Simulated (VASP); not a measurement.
SnTe (rock salt) relaxed at rising pressure, in one space group throughout; other phases were not tried. The pressures are those reached. Method: PBEsol GGA, VASP's PBE PAW potentials (set 64) (plane waves; VASP).

```csv
P (GPa),V (Å³/atom),k-mesh
-0.02,31.034,7×7×7
5.10,28.459,8×8×8
9.94,26.745,8×8×8
20.00,24.264,11×11×11
29.99,22.608,11×11×11
```

A change of mesh leaves a small step in the series.

Fit an equation of state and predict the volume at 44.94 GPa.

Least squares on the third-order Birch-Murnaghan form, P = (3B0/2)(y⁷ − y⁵)[1 + (3/4)(B′ − 4)(y² − 1)] with y = (V0/V)^(1/3), gives V0 = 31.040 Å³/atom, B0 = 49 GPa and B′ = 4.2, and so 20.816 Å³/atom. The run gave 20.871 Å³/atom, +0.3 % from the fit.

Pressures at which the relaxation failed are left out.

The compound is SnTe in the rock salt structure, which distorts at low temperature.
